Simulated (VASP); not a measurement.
Consider the following.

```xyz
2
Lattice="0.0000 2.3888 2.3888 2.3888 0.0000 2.3888 2.3888 2.3888 0.0000" Properties=species:S:1:pos:R:3 pbc="T T T"
B      0.0000     0.0000     0.0000
As     1.1944     1.1944     1.1944
```

These are PBEsol GGA, VASP's PBE PAW potentials (set 64) (plane waves; VASP) values and carry that method's errors. Run with 520 eV cut-off, 17×17×17 Γ-centred mesh, Gaussian smearing of 0.010 eV, potentials B As.

Task: Give the direction-averaged independent-particle dielectric function (no local fields, no excitons; a broadening of 0.1 eV leaves a tail below the gap, and fine structure carries the noise of the k-mesh).

Result: 
```csv
ħω (eV),ε₁,ε₂
0.00,10.24,0.00
0.40,10.30,0.03
0.80,10.46,0.06
1.20,10.74,0.09
1.60,11.17,0.13
2.00,11.81,0.19
2.40,12.77,0.29
2.80,14.30,0.51
3.20,17.21,1.62
3.60,17.90,5.09
4.00,18.90,10.28
4.40,17.89,13.75
4.80,18.45,17.41
5.20,16.48,21.85
5.60,-3.84,25.74
6.00,-10.47,31.73
6.40,-7.65,12.19
6.80,-5.25,9.70
7.20,-4.67,11.95
7.60,-9.40,8.13
8.00,-5.71,5.38
8.40,-5.92,4.88
8.80,-4.40,3.40
9.20,-4.05,4.05
```
ε₂ peaks at 5.5 eV (height 35.9), 6.0 eV (height 31.7); ε₁(0) averages 10.24, so the electronic refractive index below the gap tends to √10.24 = 3.20.

The compound is BAs in the zinc blende structure. It was relaxed first.
